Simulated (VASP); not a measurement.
Here is the system:

```xyz
2
Lattice="1.3611 -2.3575 0.0000 1.3611 2.3575 0.0000 0.0000 0.0000 4.3487" Properties=species:S:1:pos:R:3 pbc="T T T"
Tc     1.3611     0.7858     1.0872
Tc     1.3611    -0.7858     3.2616
```

The numbers are results of PBE GGA, VASP's PBE PAW potentials (set 64) (plane waves; VASP), not measurements. Settings: 500 eV cut-off, 15×15×9 Γ-centred mesh, first-order Methfessel-Paxton smearing of 0.10 eV, potentials Tc_pv.

Energy and stress use the plane-wave basis of the starting cell.

Task: The ions, cell shape and volume at an external pressure of 20.0 GPa are relaxed. Which structure does the run end with?

Result: 
```xyz
2
Lattice="1.3490 -2.3366 0.0000 1.3490 2.3366 0.0000 0.0000 0.0000 4.3095" Properties=species:S:1:pos:R:3 pbc="T T T"
Tc     1.3490     0.7789     1.0774
Tc     1.3490    -0.7789     3.2321
```
Space group P6_3/mmc (194), at a tolerance of 0.03 Å.

Task: How do energy and volume change from the first to the last step?

Result: The energy (σ→0) changes by +34.4 meV/atom and the volume by -2.7 %, in 4 ionic steps.

```csv
step,E(σ→0) (eV),max force (eV/Å),pressure (GPa),volume (Å³)
1,-20.6684,0.000,10.05,27.91
2,-19.9105,0.000,68.67,24.55
3,-20.6031,0.000,19.54,27.20
4,-20.5997,0.000,19.95,27.17
```

The compound is Tc in the hcp structure. This run relaxes it under an external pressure of 20 GPa. Symmetry was kept, so distortions that lower it aren't found.
